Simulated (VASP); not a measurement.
Calculation: PBE GGA, VASP's PBE PAW potentials (set 64) (plane waves; VASP).

VASP input:

INCAR:
```
! general
SYSTEM   =  K4Br3Cl
PREC     =  Accurate
ENCUT    =  400   ! plane-wave cut-off (eV)
LREAL    =  .FALSE.
LASPH    =  .TRUE.
ICHARG   =  11

! electronic loop
EDIFF    =  1E-6   ! SCF stop (eV)
NELM     =  100   ! most electronic steps
ALGO     =  Normal   ! blocked Davidson
LMAXMIX  =  4   ! l cut-off of mixed one-centre charges

! smearing
ISMEAR   =  0   ! Gaussian
SIGMA    =  0.05   ! width (eV)

! functional
GGA      =  PE

! output
LWAVE    =  .FALSE.
LCHARG   =  .FALSE.
```

### POSCAR
```
K4Br3Cl
1.0
  6.6321490967   0.0000000000   0.0000000000
  0.0000000000   6.6321490967   0.0000000000
  0.0000000000   0.0000000000   6.6321490967
K Cl Br
4 1 3
direct
  0.0000000000   0.0000000000   0.0000000000
  0.5000000000   0.5000000000   0.0000000000
  0.5000000000   0.0000000000   0.5000000000
  0.0000000000   0.5000000000   0.5000000000
  0.5000000000   0.5000000000   0.5000000000
  0.0000000000   0.0000000000   0.5000000000
  0.0000000000   0.5000000000   0.0000000000
  0.5000000000   0.0000000000   0.0000000000
```

### KPOINTS
```
k-points along high-symmetry lines
15
Line-mode
Reciprocal
  0.000000   0.000000   0.000000 ! GAMMA
  0.000000   0.500000   0.000000 ! X

  0.000000   0.500000   0.000000 ! X
  0.500000   0.500000   0.000000 ! M

  0.500000   0.500000   0.000000 ! M
  0.000000   0.000000   0.000000 ! GAMMA

  0.000000   0.000000   0.000000 ! GAMMA
  0.500000   0.500000   0.500000 ! R

  0.500000   0.500000   0.500000 ! R
  0.000000   0.500000   0.000000 ! X

  0.500000   0.500000   0.500000 ! R
  0.500000   0.500000   0.000000 ! M
```

POTCAR, in this order: K_sv Cl Br (PBE.64 set). Program: vasp_std. Read from the step before: CHGCAR.

Output of the run:

File OUTCAR:
```
 ion  position               nearest neighbor table
   1  0.000  0.000  0.000-
   2  0.500  0.500  0.000-
   3  0.500  0.000  0.500-
   4  0.000  0.500  0.500-
   5  0.500  0.500  0.500-
   6  0.000  0.000  0.500-
   7  0.000  0.500  0.000-
   8  0.500  0.000  0.000-
  LATTYP: Found a simple cubic cell.
 ALAT       =     6.6321490967
 Subroutine PRICEL returns:
 Original cell was already a primitive cell.
 Subroutine GETGRP returns: Found 48 space group operations
The static configuration has the point symmetry O_h .
The dynamic configuration has the point symmetry O_h .
 Subroutine INISYM returns: Found 48 space group operations
   k-points           NKPTS =     90   k-points in BZ     NKDIM =     90   number of bands    NBANDS=     38
   number of dos      NEDOS =    301   number of ions     NIONS =      8
   total plane-waves  NPLWV = 110592
   dimension x,y,z NGX =    48 NGY =   48 NGZ =   48
   dimension x,y,z NGXF=    96 NGYF=   96 NGZF=   96
   ions per type =               4   1   3
   PREC   = accura    normal or accurate (medium, high low for compatibility)
   ISTART =      0    job   : 0-new  1-cont  2-samecut
...
```

File OSZICAR:
```
       N       E                     dE             d eps       ncg     rms          rms(c)
DAV:   1     0.447877540091E+03    0.44788E+03   -0.24887E+04  6880   0.120E+03
DAV:   2     0.143009619967E+02   -0.43358E+03   -0.42299E+03  8906   0.326E+02
DAV:   3    -0.240699658354E+02   -0.38371E+02   -0.38273E+02  9368   0.856E+01
DAV:   4    -0.252716891532E+02   -0.12017E+01   -0.11993E+01  9680   0.161E+01
DAV:   5    -0.253521493965E+02   -0.80460E-01   -0.80449E-01 10706   0.277E+00
DAV:   6    -0.253529436071E+02   -0.79421E-03   -0.79417E-03  9794   0.361E-01
DAV:   7    -0.253529730777E+02   -0.29471E-04   -0.29470E-04  9416   0.581E-02
DAV:   8    -0.253529742052E+02   -0.11275E-05   -0.11274E-05  8554   0.106E-02
DAV:   9    -0.253529742462E+02   -0.40985E-07   -0.40995E-07  5282   0.238E-03
   1 F= -.25352974E+02 E0= -.25352974E+02  d E =-.426938E-18
```

OUTCAR:
```
 val. band max:       -1.9364866238   @ k =   0.0000   0.0000   0.0000

 cond. band min:       2.5209529946   @ k =   0.0000   0.0000   0.0000



 k-point     1 :       0.0000    0.0000    0.0000
  band No.  band energies     occupation
      1     -29.7094      2.00000
      2     -29.7034      2.00000
      3     -29.7034      2.00000
      4     -29.7015      2.00000
      5     -14.1545      2.00000
      6     -14.0751      2.00000
      7     -14.0751      2.00000
      8     -14.0114      2.00000
      9     -13.2642      2.00000
     10     -13.2642      2.00000
     11     -13.2642      2.00000
     12     -13.2199      2.00000
     13     -13.2199      2.00000
     14     -13.2199      2.00000
     15     -13.2067      2.00000
     16     -13.2067      2.00000
     17     -13.2067      2.00000
     18     -13.1770      2.00000
     19     -13.1770      2.00000
     20     -13.1770      2.00000
     21      -2.6796      2.00000
     22      -2.6796      2.00000
     23      -2.6796      2.00000
     24      -2.2462      2.00000
     25      -2.2462      2.00000
     26      -2.2462      2.00000
     27      -2.1727      2.00000
     28      -2.1727      2.00000
     29      -2.1727      2.00000
     30      -1.9365      2.00000
     31      -1.9365      2.00000
     32      -1.9365      2.00000
     33       2.5210      0.00000
     34       4.1034      0.00000
     35       4.1034      0.00000
     36       4.1034      0.00000
     37       5.2499      0.00000
     38       5.3644      0.00000

 k-point     2 :       0.0000    0.0357    0.0000
  band No.  band energies     occupation
      1     -29.7094      2.00000
      2     -29.7034      2.00000
      3     -29.7034      2.00000
      4     -29.7015      2.00000
      5     -14.1554      2.00000
      6     -14.0768      2.00000
      7     -14.0765      2.00000
      8     -14.0125      2.00000
      9     -13.2640      2.00000
     10     -13.2640      2.00000
     11     -13.2621      2.00000
...
```

The density is held fixed in this step, so its total energy and stress have no physical meaning.

The structure was generated: K4Br3Cl was put into an ordered model structure (Pm-3m), which need not be its known phase. It was relaxed first, which changed the volume by +5 %.
